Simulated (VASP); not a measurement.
Level of theory: LDA (Ceperley-Alder, Perdew-Zunger), VASP's LDA PAW potentials (set 64) (plane waves; VASP 6.6.1).

The input files of a VASP run:

**KPOINTS**
```
k-points along high-symmetry lines
15
Line-mode
Reciprocal
  0.000000   0.000000   0.000000 ! GAMMA
 -0.500000  -0.500000   0.000000 ! X

 -0.500000  -0.500000   0.000000 ! X
 -0.375000  -0.375000   0.250000 ! U

 -0.375000  -0.000000   0.375000 ! K
  0.000000   0.000000   0.000000 ! GAMMA

  0.000000   0.000000   0.000000 ! GAMMA
 -0.000000  -0.000000   0.500000 ! L

 -0.000000  -0.000000   0.500000 ! L
 -0.500000  -0.250000   0.250000 ! W

 -0.500000  -0.250000   0.250000 ! W
 -0.500000  -0.500000   0.000000 ! X
```

**POSCAR**
```
GaSb
1
    0.0000000000     3.0250645416     3.0250645416
    3.0250645416     0.0000000000     3.0250645416
    3.0250645416     3.0250645416     0.0000000000
Ga Sb
1 1
Direct
  0.0000000000   0.0000000000   0.0000000000
  0.2500000000   0.2500000000   0.2500000000
```

**INCAR**
```
SYSTEM = GaSb
PREC = Accurate; ENCUT = 400; LREAL = .FALSE.
LASPH = .TRUE.; ICHARG = 11
EDIFF = 1E-7; NELM = 100; ALGO = Normal
LMAXMIX = 4
ISMEAR = 0; SIGMA = 0.05
LWAVE = .FALSE.; LCHARG = .FALSE.; LORBIT = 11
```

POTCAR, in this order: Ga_d Sb (LDA.64 set). Program: vasp_std. Read from the step before: CHGCAR.

The resulting files:

**OSZICAR**
```
       N       E                     dE             d eps       ncg     rms          rms(c)
DAV:   1     0.712205295919E+02    0.71221E+02   -0.79134E+03  2380   0.149E+03
DAV:   2    -0.188166313213E+01   -0.73102E+02   -0.70977E+02  2555   0.275E+02
DAV:   3    -0.697318661666E+01   -0.50915E+01   -0.49912E+01  2905   0.670E+01
DAV:   4    -0.706284428556E+01   -0.89658E-01   -0.89495E-01  2797   0.988E+00
DAV:   5    -0.706524588632E+01   -0.24016E-02   -0.24014E-02  2926   0.139E+00
DAV:   6    -0.706535967872E+01   -0.11379E-03   -0.11379E-03  3303   0.261E-01
DAV:   7    -0.706536022114E+01   -0.54242E-06   -0.54264E-06  2996   0.189E-02
DAV:   8    -0.706536023301E+01   -0.11874E-07   -0.11866E-07  2127   0.259E-03
   1 F= -.70653602E+01 E0= -.70649146E+01  d E =-.891366E-03
```

OUTCAR:
```
 val. band max:        5.0302800897   @ k =   0.0000   0.0000   0.0000

 cond. band min:       5.1446835171   @ k =   0.0000   0.0000   0.0000



 k-point     1 :       0.0000    0.0000    0.0000
  band No.  band energies     occupation
      1     -10.1835      2.00000
      2     -10.1835      2.00000
      3     -10.1835      2.00000
      4     -10.1290      2.00000
      5     -10.1290      2.00000
      6      -6.7238      2.00000
      7       5.0303      1.94333
      8       5.0303      1.94333
      9       5.0303      1.94333
     10       5.1447      0.18354
     11       7.7696      0.00000
     12       7.7696      0.00000
     13       7.7696      0.00000

 k-point     2 :      -0.0357   -0.0357    0.0000
  band No.  band energies     occupation
      1     -10.1842      2.00000
      2     -10.1832      2.00000
      3     -10.1832      2.00000
      4     -10.1291      2.00000
      5     -10.1290      2.00000
      6      -6.7055      2.00000
      7       4.4762      2.00000
      8       4.9506      1.99997
      9       4.9506      1.99997
     10       5.6841      0.00000
     11       7.7078      0.00000
     12       7.8717      0.00000
     13       7.8717      0.00000

 k-point     3 :      -0.0714   -0.0714    0.0000
  band No.  band energies     occupation
      1     -10.1864      2.00000
      2     -10.1823      2.00000
      3     -10.1823      2.00000
      4     -10.1296      2.00000
      5     -10.1288      2.00000
      6      -6.6507      2.00000
      7       3.8660      2.00000
      8       4.7421      2.00000
      9       4.7421      2.00000
     10       6.2341      0.00000
     11       7.5615      0.00000
     12       8.1472      0.00000
     13       8.1472      0.00000

 k-point     4 :      -0.1071   -0.1071    0.0000
  band No.  band energies     occupation
      1     -10.1898      2.00000
      2     -10.1807      2.00000
      3     -10.1807      2.00000
      4     -10.1302      2.00000
...
```

The density is held fixed in this step, so its total energy and stress have no physical meaning. Unless said otherwise, spin-orbit coupling is left out, though it shifts the bands of the heavy elements here.

The compound is GaSb in the zinc blende structure. It was relaxed first.
